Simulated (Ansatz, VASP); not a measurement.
## One calculation of Si, two programs

```
Si
1.0
     0.00000    2.71547    2.44392
     2.71547    0.00000    2.44392
     2.71547    2.71547    0.00000
Si
2
Cartesian
  2.7155 2.7155 2.4439
  4.0732 4.0732 3.6659
```

Change from the starting cell: strain -0.1000 x Voigt [0, 0, 1, 0, 0, 0], atoms carried along.

Alike in both runs: task single point; functional LDA; k mesh 12 × 12 × 12; occupations gaussian, width 0.05 eV; no spin polarisation.

|  | VASP | Ansatz |
| --- | --- | --- |
| version | VASP 6.6.1 | Ansatz 0.2.0 |
| potentials or method | VASP PAW LDA potentials, release 64 (Si) | scalar-relativistic, plane waves, PAW |
| plane-wave cutoff (eV) | 520 | 420 |
| valence electrons in the cell | 8 | 8 |

VASP gave:

* gap on the k mesh at the Fermi level (eV): none
* pressure (GPa): 9.7
* largest component of the traceless stress (GPa): 4.53

Question: Estimate Ansatz's values.

Answer: gap on the k mesh at the Fermi level (eV): none; pressure (GPa): 9.6; largest component of the traceless stress (GPa): 4.53.

A gap of «none» marks a metal or a gap that the smearing closes.
